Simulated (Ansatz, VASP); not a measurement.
Sr3CuOs: VASP beside Ansatz

```
CELL_PARAMETERS angstrom
5.59982 0.00000 0.00000
0.00000 5.59982 0.00000
0.00000 0.00000 5.59982
ATOMIC_POSITIONS crystal
Sr 0.50000 0.00000 0.00000
Sr 0.00000 0.50000 0.00000
Sr 0.00000 0.00000 0.50000
Cu 0.00000 0.00000 0.00000
Os 0.50000 0.50000 0.50000
```

Alike in both runs: functional PBE; k mesh 8 × 8 × 8; occupations gaussian, width 0.1 eV; collinear spin.

Ansatz relaxed the structure, and its values are those at the end. VASP's run is a single point on that final structure, the one shown.

|  | VASP | Ansatz |
| --- | --- | --- |
| version | VASP 6.6.1 | Ansatz 0.2.0 |
| potentials or method | VASP PAW PBE potentials, release 64 (Sr_sv, Cu, Os) | scalar-relativistic, plane waves, PAW |
| plane-wave cutoff (eV) | 520 | 420 |
| valence electrons in the cell | 49 | 65 |

VASP gave:

- gap on the k mesh at the Fermi level (eV): none
- pressure (GPa): 0.1
- net moment per atom (μB): 0.33
- size of the moment on the site where the two differ most (μB): 1.79

**Question.** Which values does Ansatz return?

**Answer.** gap on the k mesh at the Fermi level (eV): none; pressure (GPa): 0.0; net moment per atom (μB): 0.33; size of the moment on the site where the two differ most (μB): 1.93.

Site moments also hang on the region over which each program counts them. A gap of «none» marks a metal or a gap that the smearing closes. The two sets of potentials don't hold the same shells in valence.

The runs have no spin-orbit coupling, so splittings on Os are missing.
